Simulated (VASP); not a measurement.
Output of a VASP run:

### OSZICAR
```
...
DAV:   7    -0.789261515301E+02    0.29587E+00   -0.85514E-01  1353   0.408E+00    0.359E+00
DAV:   8    -0.788765354960E+02    0.49616E-01   -0.10954E-01  1232   0.115E+00    0.582E-01
DAV:   9    -0.788755795857E+02    0.95591E-03   -0.58253E-03  1321   0.292E-01    0.294E-01
DAV:  10    -0.788755428108E+02    0.36775E-04   -0.58901E-04  1326   0.147E-01    0.116E-01
DAV:  11    -0.788755517377E+02   -0.89269E-05   -0.22437E-05  1297   0.233E-02    0.231E-02
DAV:  12    -0.788755469974E+02    0.47403E-05   -0.97871E-06  1246   0.175E-02    0.299E-03
DAV:  13    -0.788755467212E+02    0.27615E-06   -0.22970E-07   777   0.195E-03
   1 F= -.78875547E+02 E0= -.78872780E+02  d E =-.788755E+02
       N       E                     dE             d eps       ncg     rms          rms(c)
DAV:   1    -0.887186311347E+02   -0.98431E+01   -0.27159E+02  1114   0.111E+02    0.249E+01
DAV:   2    -0.788351255292E+02    0.98835E+01   -0.39027E+01  1114   0.321E+01    0.674E+00
DAV:   3    -0.785717598592E+02    0.26337E+00   -0.23132E+00  1288   0.751E+00    0.204E+00
DAV:   4    -0.785607458280E+02    0.11014E-01   -0.24364E-01  1303   0.140E+00    0.920E-01
DAV:   5    -0.785726922054E+02   -0.11946E-01   -0.31052E-02  1246   0.903E-01    0.536E-01
DAV:   6    -0.785760787315E+02   -0.33865E-02   -0.29109E-03  1325   0.203E-01    0.782E-02
DAV:   7    -0.785760473117E+02    0.31420E-04   -0.73694E-04  1266   0.683E-02    0.157E-02
DAV:   8    -0.785760476005E+02   -0.28881E-06   -0.49888E-05  1012   0.189E-02    0.124E-02
DAV:   9    -0.785760494174E+02   -0.18169E-05   -0.50580E-06  1098   0.626E-03    0.436E-03
DAV:  10    -0.785760504611E+02   -0.10437E-05   -0.35959E-07   707   0.234E-03    0.842E-04
DAV:  11    -0.785760503552E+02    0.10595E-06   -0.64521E-08   718   0.103E-03
   2 F= -.78576050E+02 E0= -.78573691E+02  d E =0.299496E+00
       N       E                     dE             d eps       ncg     rms          rms(c)
DAV:   1    -0.836838836052E+02   -0.51078E+01   -0.12729E+02  1100   0.741E+01    0.273E+01
DAV:   2    -0.791729425637E+02    0.45109E+01   -0.14747E+01  1108   0.212E+01    0.366E+00
DAV:   3    -0.789525333936E+02    0.22041E+00   -0.13740E+00  1235   0.596E+00    0.416E+00
DAV:   4    -0.789554022582E+02   -0.28689E-02   -0.32922E-01  1216   0.151E+00    0.746E-01
DAV:   5    -0.789482689648E+02    0.71333E-02   -0.27005E-02  1207   0.815E-01    0.450E-01
DAV:   6    -0.789457447859E+02    0.25242E-02   -0.14385E-02  1261   0.357E-01    0.205E-01
DAV:   7    -0.789458654992E+02   -0.12071E-03   -0.14135E-03  1371   0.120E-01    0.435E-02
DAV:   8    -0.789458638084E+02    0.16908E-05   -0.22554E-05  1289   0.204E-02    0.163E-02
DAV:   9    -0.789458601358E+02    0.36726E-05   -0.62585E-06  1013   0.591E-03    0.188E-03
DAV:  10    -0.789458605415E+02   -0.40570E-06   -0.47185E-07   728   0.264E-03
   3 F= -.78945861E+02 E0= -.78943413E+02  d E =-.703138E-01
       N       E                     dE             d eps       ncg     rms          rms(c)
DAV:   1    -0.789464010046E+02   -0.54087E-03   -0.13554E-02  1114   0.777E-01    0.253E-01
DAV:   2    -0.789459102634E+02    0.49074E-03   -0.16588E-03  1150   0.220E-01    0.375E-02
DAV:   3    -0.789458927475E+02    0.17516E-04   -0.14286E-04  1277   0.609E-02    0.321E-02
DAV:   4    -0.789458997398E+02   -0.69923E-05   -0.31127E-05   966   0.144E-02    0.624E-03
DAV:   5    -0.789459000594E+02   -0.31960E-06   -0.42037E-06   965   0.978E-03
   4 F= -.78945900E+02 E0= -.78943446E+02  d E =-.703533E-01
```

OUTCAR:
```
------------------------ aborting loop because EDIFF is reached ----------------------------------------
  FORCE on cell =-STRESS in cart. coord.  units (eV):
  Direction    XX          YY          ZZ          XY          YZ          ZX
  --------------------------------------------------------------------------------------
  Total       -0.0160969     -0.0160969     -0.0160969      0.0000000     -0.0000000      0.0000000
  in kB       -0.2180812     -0.2180812     -0.2180812      0.0000000     -0.0000000      0.0000000
  external PRESSURE =      -0.2180812 kB  Pullay stress =       0.0000000 kB
  volume of cell :      118.26
      direct lattice vectors                 reciprocal lattice vectors
     4.908458305  0.000000000 -0.000000000     0.203729957  0.000000000  0.000000000
    -0.000000000  4.908458305  0.000000000    -0.000000000  0.203729957  0.000000000
    -0.000000000 -0.000000000  4.908458305     0.000000000  0.000000000  0.203729957
 POSITION                                       TOTAL-FORCE (eV/Angst)
 -----------------------------------------------------------------------------------
      2.45423      2.45423      2.45423         0.000000      0.000000     -0.000000
      0.00000      0.00000      0.00000         0.000000      0.000000     -0.000000
     -0.00000      2.45423      1.22711         0.000000      0.000000     -0.000000
     -0.00000      2.45423      3.68134         0.000000     -0.000000      0.000000
      1.22711      0.00000      2.45423         0.000000     -0.000000     -0.000000
      3.68134      0.00000      2.45423        -0.000000      0.000000      0.000000
      2.45423      1.22711     -0.00000        -0.000000      0.000000     -0.000000
      2.45423      3.68134     -0.00000        -0.000000     -0.000000      0.000000
 -----------------------------------------------------------------------------------
    total drift:                                0.000000      0.000000     -0.000000
  FREE ENERGIE OF THE ION-ELECTRON SYSTEM (eV)
  ---------------------------------------------------
  free  energy   TOTEN  =       -78.9459000594 eV

  energy  without entropy=      -78.9409928148  energy(sigma->0) =      -78.94344644

 reached required accuracy - stopping structural energy minimisation
```
(Selected blocks of OUTCAR.)

POSCAR:
```
SiMo3
1
    4.8637850000     0.0000000000     0.0000000000
    0.0000000000     4.8637850000     0.0000000000
    0.0000000000     0.0000000000     4.8637850000
Si Mo
2 6
Direct
  0.5000000000   0.5000000000   0.5000000000
  0.0000000000   0.0000000000   0.0000000000
  0.0000000000   0.5000000000   0.2500000000
  0.0000000000   0.5000000000   0.7500000000
  0.2500000000   0.0000000000   0.5000000000
  0.7500000000   0.0000000000   0.5000000000
  0.5000000000   0.2500000000   0.0000000000
  0.5000000000   0.7500000000   0.0000000000
```

Question: Write an INCAR and KPOINTS that could have produced this output.

Answer: Several could match; the one computed here: the input of the run itself, PBE GGA, plane waves, VASP's PBE PAW potentials (set 64).

KPOINTS:
```
Automatic mesh
0
Gamma
5 5 5
0.5 0.5 0.5
```

INCAR:
```
ALGO=Normal
EDIFF=1E-6
EDIFFG=-0.01
ENCUT=300
GGA=PE
IBRION=2
ISIF=3
ISMEAR=0
LASPH=T
LCHARG=F
LMAXMIX=4
LREAL=F
LWAVE=F
NELM=100
NSW=50
PREC=Accurate
SIGMA=0.05
SYSTEM=SiMo3
```

POTCAR, in this order: Si Mo_sv (PBE.64 set). Program: vasp_std.

At this cut-off the stress carries a Pulay error, which pulls relaxed volumes low. Energy and stress use the plane-wave basis of the starting cell.

The structure comes from a computed database's SiMo3 entry; how it stands against other phases isn't given here. This run relaxes it. Symmetry was kept, so distortions that lower it aren't found. The run is one of a series of settings (EDIFFG = -0.01, IBRION = 2, ISIF = 3, NSW = 50 against the base run), some of them coarse on purpose.
